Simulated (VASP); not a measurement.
The input files of a VASP run:

**POSCAR**
```
TaP
3.3222560
  0.9999999872   0.0000000000   0.0000000000
 -0.4999999936   0.8660253955   0.0000000000
  0.0000000000   0.0000000000   2.3441246088
Ta P
2 2
Cart
 -0.0000005000   0.5773505524   0.0778366410
  0.5000004936   0.2886748432   1.2498989454
 -0.0000005000   0.5773505524   0.8012100873
  0.5000004936   0.2886748432   1.9732723917
```

File KPOINTS:
```
Automatic mesh
0
Gamma
12 12 5
0 0 0
```

**INCAR**
```
SYSTEM=TaP
PREC=Accurate; ENCUT=400; LREAL=F
LASPH=T
EDIFF=1E-7; NELM=100; ALGO=Normal
LMAXMIX=6
ISMEAR=-5
GGA=PS
ISIF=2
LWAVE=F; LCHARG=T; LORBIT=11
NEDOS=601
LEFG=T
```

POTCAR, in this order: Ta_pv P (PBE.64 set). Program: vasp_std.

Problem. Translate this PBEsol calculation to Ansatz.

Solution. One equivalent input (not run):
Ansatz 0.2 input:
```yaml
crystal:
  lattice:
    - [3.3222560, 0.0000000, 0.0000000]
    - [-1.6611280, 2.8771581, 0.0000000]
    - [0.0000000, 0.0000000, 7.7877820]
  atoms:
    - { symbol: Ta, position: [0.3333330, 0.6666670, 0.0332050] }
    - { symbol: Ta, position: [0.6666670, 0.3333330, 0.5332050] }
    - { symbol: P, position: [0.3333330, 0.6666670, 0.3417950] }
    - { symbol: P, position: [0.6666670, 0.3333330, 0.8417950] }
kpoints:
  mp_grid: { grid: [12, 12, 5] }
hamiltonian:
  xc: pbesol
  pseudopotentials: { kind: paw }
scf:
  occupations: { method: tetrahedron }
  max_iter: 100
output: { forces: true, stress: true, eigenvalues: true }
```
Limits of the translation: each code has its own PAW files, so the cut-off isn't converted (ENCUT is set for VASP's; basis.ecutwfc is left out, and Ansatz then takes the one that its files recommend); Ansatz stops its SCF on the density residual and VASP on the energy change (EDIFF); the field gradients of LEFG aren't asked of the other code.

The structure was generated: TaP was put into the wurtzite type (P6_3mc), which need not be its known phase. It was relaxed first, which changed the volume by -43 %.
